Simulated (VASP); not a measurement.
# Zn2Ge3 (Pm-3m) in VASP: settings compared

Aim: see how the results for Zn2Ge3 move with the level of theory and the settings. Levels: PBE, vdW-DF. Tasks: relaxation of cell and atoms.

Program: VASP 6.6.1. These are calculated values, not measurements. Logs are shortened: lines on timing, memory, paths and dates and some standing lists are left out, and cuts for length are marked.

## 1. Starting point

The structure is cubic, space group Pm-3m (No. 221). The conventional cell has a = 4.864 Å, b = 4.864 Å, c = 4.864 Å, α = 90.00°, β = 90.00°, γ = 90.00°. Zn (site symmetry m-3m) is surrounded by 6 Ge at 2.43 Å. Zn (site symmetry m-3m) has 12 Ge at 3.44 Å as nearest neighbours. Ge (site symmetry 4/mmm) has 2 Zn at 2.43 Å as nearest neighbours.

The cell was built by a generator and needn't be a form met in nature.

## 2. Relaxation of cell and atoms, PBE

Contents of INCAR:

```
ALGO = Normal
EDIFF = 1E-6
EDIFFG = -0.005
ENCUT = 600
GGA = PE
IBRION = 2
ISIF = 3
ISMEAR = 0
LASPH = True
LCHARG = False
LREAL = False
LWAVE = False
NELM = 80
NSW = 40
PREC = Accurate
SIGMA = 0.05
```

Contents of KPOINTS:

```
k-points
0
Gamma
  6 6 6
```

Contents of POSCAR:

```
Zn2Ge3
1.0
    4.8641300000      0.0000000000      0.0000000000
    0.0000000000      4.8641300000      0.0000000000
    0.0000000000      0.0000000000      4.8641300000
Zn Ge
2 3
Direct
    0.0000000000      0.0000000000      0.0000000000
    0.5000000000      0.5000000000      0.5000000000
    0.5000000000      0.0000000000      0.0000000000
    0.0000000000      0.5000000000      0.0000000000
    0.0000000000      0.0000000000      0.5000000000
```

Potentials or basis: VASP PAW PBE potentials, release 64 (Zn, Ge_d).

The run is started by

```console
> cat potpaw_PBE.64/Zn/POTCAR potpaw_PBE.64/Ge_d/POTCAR > POTCAR
> mpirun -np 1 vasp_std > vasp.out
```

OUTCAR:

```text
EDIFF = 1E-6
   EDIFFG = -0.005
   ENCUT = 600
   GGA = PE
   IBRION = 2
   ISIF = 3
   ISMEAR = 0
   LASPH = True
   LREAL = False
   NELM = 80
   NSW = 40
   PREC = Accurate

 ion  position               nearest neighbor table
   1  0.000  0.000  0.000-   3 2.43   4 2.43   5 2.43   5 2.43   4 2.43   3 2.43
   2  0.500  0.500  0.500-
   3  0.500  0.000  0.000-   1 2.43   1 2.43
   4  0.000  0.500  0.000-   1 2.43   1 2.43
   5  0.000  0.000  0.500-   1 2.43   1 2.43

  LATTYP: Found a simple cubic cell.
 ALAT       =     4.8641300000

  Lattice vectors:

 A1 = (   4.8641300000,   0.0000000000,   0.0000000000)
 A2 = (   0.0000000000,   4.8641300000,   0.0000000000)
 A3 = (   0.0000000000,   0.0000000000,   4.8641300000)

Analysis of symmetry for initial positions (statically):
=====================================================================
 Subroutine PRICEL returns:
 Original cell was already a primitive cell.

 Routine SETGRP: Setting up the symmetry group for a
 simple cubic supercell.

 Subroutine GETGRP returns: Found 48 space group operations
 (whereof 48 operations were pure point group operations)
 out of a pool of 48 trial point group operations.

The static configuration has the point symmetry O_h .

Analysis of symmetry for dynamics (positions and initial velocities):
=====================================================================
 Subroutine PRICEL returns:
 Original cell was already a primitive cell.

 Routine SETGRP: Setting up the symmetry group for a
 simple cubic supercell.

 Subroutine GETGRP returns: Found 48 space group operations
 (whereof 48 operations were pure point group operations)
 out of a pool of 48 trial point group operations.

The dynamic configuration has the point symmetry O_h .

 Subroutine INISYM returns: Found 48 space group operations
 (whereof 48 operations are pure point group operations),
 and found     1 'primitive' translations

----------------------------------------------------------------------------------------

                                     Primitive cell

  volume of cell :     115.0842

  direct lattice vectors                    reciprocal lattice vectors
     4.864130000  0.000000000  0.000000000     0.205586611  0.000000000  0.000000000
     0.000000000  4.864130000  0.000000000     0.000000000  0.205586611  0.000000000
     0.000000000  0.000000000  4.864130000     0.000000000  0.000000000  0.205586611

  length of vectors
     4.864130000  4.864130000  4.864130000     0.205586611  0.205586611  0.205586611

  position of ions in fractional coordinates (direct lattice)
     0.000000000  0.000000000  0.000000000
     0.500000000  0.500000000  0.500000000
     0.500000000  0.000000000  0.000000000
     0.000000000  0.500000000  0.000000000
     0.000000000  0.000000000  0.500000000

  ion indices of the primitive-cell ions
   primitive index   ion index
                 1           1
                 2           2
                 3           3
                 4           4
                 5           5

----------------------------------------------------------------------------------------

 KPOINTS: k-points

Automatic generation of k-mesh.
 Grid dimensions read from file:
 generate k-points for:    6    6    6

 Generating k-lattice:

  Cartesian coordinates                     Fractional coordinates (reciprocal lattice)
     0.034264435  0.000000000  0.000000000     0.166666667  0.000000000  0.000000000
     0.000000000  0.034264435  0.000000000     0.000000000  0.166666667  0.000000000
     0.000000000  0.000000000  0.034264435     0.000000000  0.000000000  0.166666667

  Length of vectors
     0.034264435  0.034264435  0.034264435

  Shift w.r.t. Gamma in fractional coordinates (k-lattice)
     0.000000000  0.000000000  0.000000000

 Subroutine IBZKPT returns following result:
 ===========================================

 Found     20 irreducible k-points:

 Following reciprocal coordinates:
            Coordinates               Weight
  0.000000  0.000000  0.000000      1.000000
  0.166667  0.000000  0.000000      6.000000
  0.333333  0.000000  0.000000      6.000000
  0.500000  0.000000  0.000000      3.000000
  0.166667  0.166667  0.000000     12.000000
  0.333333  0.166667  0.000000     24.000000
[... 12 lines left out ...]
  0.500000  0.500000  0.333333      6.000000
  0.500000  0.500000  0.500000      1.000000
   k-points           NKPTS =     20   k-points in BZ     NKDIM =     20   number of bands    NBANDS=     39
   number of dos      NEDOS =    301   number of ions     NIONS =      5
   total plane-waves  NPLWV =  64000
   dimension x,y,z NGX =    40 NGY =   40 NGZ =   40
   dimension x,y,z NGXF=    80 NGYF=   80 NGZF=   80
   ions per type =               2   3
   NGX,Y,Z   is equivalent  to a cutoff of  13.67, 13.67, 13.67 a.u.
   NGXF,Y,Z  is equivalent  to a cutoff of  27.34, 27.34, 27.34 a.u.
 SYSTEM =  unknown system
   PREC   = accura    normal or accurate (medium, high low for compatibility)
   ISTART =      0    job   : 0-new  1-cont  2-samecut
   ICHARG =      2    charge: 1-file 2-atom 10-const
   ISPIN  =      1    spin polarized calculation?
   LNONCOLLINEAR =      F non collinear calculations
   LSORBIT =      F    spin-orbit coupling
   LASPH  =      T    aspherical Exc in radial PAW
   ENCUT  =  600.0 eV  44.10 Ry    6.64 a.u.   9.71  9.71  9.71*2*pi/ulx,y,z
   NELM   =     80;   NELMIN=  2; NELMDL= -5     # of ELM steps
   EDIFF  = 0.1E-05   stopping-criterion for ELM
   LREAL  =      F    real-space projection
   EDIFFG = -.5E-02   stopping-criterion for IOM
   NSW    =     40    number of steps for IOM
   IBRION =      2    ionic relax: 0-MD 1-quasi-New 2-CG
   NFREE  =      1    steps in history (QN), initial steepest desc. (CG)
   ISIF   =      3    stress and relaxation
   ISYM   =      2    0-nonsym 1-usesym 2-fastsym
   POTIM  = 0.5000    time-step for ionic-motion
   TEBEG  =    0.0;   TEEND  =   0.0 temperature during run
   PSTRESS=    0.0 pullay stress
   NELECT =      66.0000    total number of electrons
   NUPDOWN=      -1.0000    fix difference up-down
   EMIN   =  10.00;   EMAX   =-10.00  energy-range for DOS
   EFERMI =   0.00;   METHOD = LEGACY
   ISMEAR =     0;   SIGMA  =   0.05  broadening in eV -4-tet -1-fermi 0-gaus
   EFERMI_NEDOS =   21; number of points for ismear=-14 and -15
   IALGO  =     38    algorithm
   IMIX   =      4    mixing-type and parameters
     AMIX     =   0.40;   BMIX     =  1.00
     AMIX_MAG =   1.60;   BMIX_MAG =  1.00
  volume/ion in A,a.u.               =      23.02       155.33
  Fermi-wavevector in a.u.,A,eV,Ry     =   1.360142  2.570296 25.170597  1.849987
  Thomas-Fermi vector in A             =   2.486830
   LORBIT       =      0    0 simple, 1 ext, 2 COOP (PROOUT), +10 PAW based schemes
   GGA     = PE    functional components
   LHFCALC =     F    Hartree Fock is set to
   AEXX    =    0.0000 exact exchange contribution
   IVDW    =     0    specifies the selected vdW correction
   LEPSILON=     F    determine dielectric tensor
   LRPA    =     F    only Hartree local field effects (RPA)
 conjugate gradient relaxation of ions
 non-spin polarized calculation
 Gauss-broadening in eV      SIGMA  =   0.05
  energy-cutoff  :      600.00
  volume of cell :      115.08
 maximum number of plane-waves:      3887
 NGX is ok and might be reduce to    40
   NGX = 19   NGY = 19   NGZ = 19

--------------------------------------- Ionic step        1  -------------------------------------------

 number of electron      66.0000044 magnetization

 Free energy of the ion-electron system (eV)
  ---------------------------------------------------
  ext. energy  EPLUGINS =         0.00000000
  ---------------------------------------------------
  free energy    TOTEN  =       -12.44955706 eV

  energy without entropy =      -12.44485560  energy(sigma->0) =      -12.44720633

------------------------ aborting loop because EDIFF is reached ----------------------------------------

  FORCE on cell =-STRESS in cart. coord.  units (eV):
  Direction    XX          YY          ZZ          XY          YZ          ZX
  --------------------------------------------------------------------------------------
  -------------------------------------------------------------------------------------
  Total        0.4564543      0.4564543      0.4564543      0.0000000      0.0000000      0.0000000
  in kB        6.3546608      6.3546608      6.3546608      0.0000000      0.0000000      0.0000000
  external PRESSURE =       6.3546608 kB  Pullay stress =       0.0000000 kB

 VOLUME and BASIS-vectors are now :
 -----------------------------------------------------------------------------
  energy-cutoff  :      600.00
  volume of cell :      115.08
      direct lattice vectors                 reciprocal lattice vectors
     4.864130000  0.000000000  0.000000000     0.205586611  0.000000000  0.000000000
     0.000000000  4.864130000  0.000000000     0.000000000  0.205586611  0.000000000
     0.000000000  0.000000000  4.864130000     0.000000000  0.000000000  0.205586611
[... 40 lines left out ...]
 POSITION                                       TOTAL-FORCE (eV/Angst)
 -----------------------------------------------------------------------------------
      0.00000      0.00000      0.00000        -0.000000      0.000000      0.000000
      2.44278      2.44278      2.44278         0.000000      0.000000      0.000000
      2.44278      0.00000      0.00000        -0.000000      0.000000      0.000000
      0.00000      2.44278      0.00000        -0.000000      0.000000      0.000000
     -0.00000      0.00000      2.44278         0.000000      0.000000      0.000000
 -----------------------------------------------------------------------------------
    total drift:                               -0.000000      0.000000     -0.000000

  FREE ENERGIE OF THE ION-ELECTRON SYSTEM (eV)
  ---------------------------------------------------
  free  energy   TOTEN  =       -12.4527803711 eV

  energy  without entropy=      -12.4486160006  energy(sigma->0) =      -12.45069819

--------------------------------------- Ionic step        3  -------------------------------------------

 number of electron      66.0000034 magnetization

 Free energy of the ion-electron system (eV)
  ---------------------------------------------------
  ext. energy  EPLUGINS =         0.00000000
  ---------------------------------------------------
  free energy    TOTEN  =       -12.45278435 eV

  energy without entropy =      -12.44871435  energy(sigma->0) =      -12.45074935

 E-fermi :   3.0379     XC(G=0):  -9.8158

 val. band max:        3.0235381519   @ k =   0.5000   0.3333   0.0000
 cond. band min:       3.0550827942   @ k =   0.1667   0.1667   0.1667
 fundamental gap:      0.0315446423
 Fermi energy:         3.0378941500

 k-point     1 :       0.0000    0.0000    0.0000
  band No.  band energies     occupation
      1     -21.8237      2.00000
      2     -21.8237      2.00000
      3     -21.8185      2.00000
      4     -21.8185      2.00000
      5     -21.8185      2.00000
      6     -21.8055      2.00000
[... 851 lines left out ...]
 POSITION                                       TOTAL-FORCE (eV/Angst)
 -----------------------------------------------------------------------------------
      0.00000      0.00000      0.00000        -0.000000      0.000000      0.000000
      2.44437      2.44437      2.44437         0.000000      0.000000      0.000000
      2.44437      0.00000      0.00000        -0.000000      0.000000      0.000000
      0.00000      2.44437      0.00000        -0.000000      0.000000      0.000000
     -0.00000      0.00000      2.44437         0.000000      0.000000      0.000000
 -----------------------------------------------------------------------------------
    total drift:                               -0.000000      0.000000     -0.000000

  FREE ENERGIE OF THE ION-ELECTRON SYSTEM (eV)
  ---------------------------------------------------
  free  energy   TOTEN  =       -12.4527843520 eV

  energy  without entropy=      -12.4487143494  energy(sigma->0) =      -12.45074935

 reached required accuracy - stopping structural energy minimisation
```

Run time: 2.8 min. Hardware: 1 thread of Intel Xeon Platinum 8488C (Sapphire Rapids), shared host; peak memory 0.29 GiB.

What came out:

* Free energy: -12.4528 eV
* Relaxed volume: 23.37 Å³/atom
* Relaxed cell: a = 4.889 Å, b = 4.889 Å, c = 4.889 Å, α = 90.00°, β = 90.00°, γ = 90.00°
* Space group after relaxing (to 0.05 Å): Pm-3m (No. 221)
* Energy gained by relaxing: 0.6 meV/atom
* Ionic steps: 3
* Pressure after relaxing: 0.0 GPa
* Band gap on the k mesh: none (metal or under the smearing width)

The path:
```csv
step,energy change (eV),largest force (eV/Å),pressure (GPa),volume (Å³)
1,0.0000,0.0000,0.64,115.08
2,-0.0032,0.0000,0.07,116.61
3,-0.0032,0.0000,0.03,116.84
```

Final structure:
```xyz
5
Lattice="4.8887 0.0000 0.0000 0.0000 4.8887 0.0000 0.0000 0.0000 4.8887" Properties=species:S:1:pos:R:3 pbc="T T T"
Zn    0.0000    0.0000    0.0000
Zn    2.4444    2.4444    2.4444
Ge    2.4444    0.0000    0.0000
Ge    0.0000    2.4444    0.0000
Ge    0.0000    0.0000    2.4444
```

## 3. Relaxation of cell and atoms, vdW-DF

Contents of INCAR:

```
SYSTEM = Zn2Ge3
PREC = Accurate
ENCUT = 980
EDIFF = 1E-7
ISMEAR = 0
SIGMA = 0.5
LREAL = .FALSE.
LASPH = .TRUE.
NELM = 80
ALGO = Fast
ISIF = 3
LWAVE = .FALSE.
LCHARG = .FALSE.
GGA = RE
LUSE_VDW = .TRUE.
AGGAC = 0.0
IBRION = 2
NSW = 60
EDIFFG = -0.01
NELECT = 66.1
```

Contents of KPOINTS:

```
Automatic mesh
0
G
  4 4 4
  0 0 0
```

Contents of POSCAR:

```
Zn2Ge3
1.0
    4.8641300000      0.0000000000      0.0000000000
    0.0000000000      4.8641300000      0.0000000000
    0.0000000000      0.0000000000      4.8641300000
Zn Ge
2 3
Cartesian
    0.0000000000      0.0000000000      0.0000000000
    2.4320650000      2.4320650000      2.4320650000
    2.4320650000      0.0000000000      0.0000000000
    0.0000000000      2.4320650000      0.0000000000
    0.0000000000      0.0000000000      2.4320650000
```

Potentials or basis: VASP PAW PBE potentials, release 64 (Zn, Ge_h).

The run is started by

```console
> cat potpaw_PBE.64/Zn/POTCAR potpaw_PBE.64/Ge_h/POTCAR > POTCAR
> mpirun -np 1 vasp_std > vasp.out
```

It took 13 min on 1 thread of Intel Xeon Platinum 8488C (Sapphire Rapids), shared host; peak memory 0.96 GiB.

These settings aren't checked as converged (typed here: k = 4 × 4 × 4; ISMEAR = 0; SIGMA = 0.5; NELECT = 66.1): the numbers below hold their error.

What came out:

| Quantity | Value |
| --- | --- |
| Free energy | 8.0761 eV |
| Relaxed volume | 26.31 Å³/atom |
| Relaxed cell | a = 5.086 Å, b = 5.086 Å, c = 5.086 Å, α = 90.00°, β = 90.00°, γ = 90.00° |
| Space group after relaxing (to 0.05 Å) | Pm-3m (No. 221) |
| Energy gained by relaxing | 48.6 meV/atom |
| Ionic steps | 4 |
| Band gap on the k mesh | none (metal or under the smearing width) |

Caveat: the cell is charged against a uniform background, so pressure and absolute levels hang on convention; the PAW data sets were made with another functional, which shifts forces and pressure a little.

## 4. The reference run

An earlier run on the cell as given: functional PBE; potentials or basis VASP PAW PBE potentials, release 64 (Zn, Ge_d); cutoff 520 eV; k mesh 6 × 6 × 6; occupations fermi-dirac, width 0.05 eV; no spin polarisation.

- Pressure: 0.6 GPa
- Band gap on the k mesh: none (metal or under the smearing width)
